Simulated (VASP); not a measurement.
```
CELL_PARAMETERS angstrom
      4.03795     0.00000     0.00000
      0.00000     4.03795     0.00000
      0.00000     0.00000     4.94798
ATOMIC_POSITIONS crystal
  Pb 0.50000 0.00000 0.76019
  Pb 0.00000 0.50000 0.23981
  O  0.50000 0.50000 0.00000
  O  0.00000 0.00000 0.00000
```

All values below come from PBE GGA with D4 dispersion, VASP's PBE PAW potentials (set 64) (plane waves; VASP). Run with 520 eV cut-off, 6×6×5 Γ-centred mesh, tetrahedra with Blöchl corrections, potentials Pb_d O.

Question: What does the run give for the energy per atom (σ→0)?

Answer: 
The energy per atom (σ→0) is -544.1 kJ/mol of atoms.

The compound is PbO in the litharge structure. It was relaxed first.
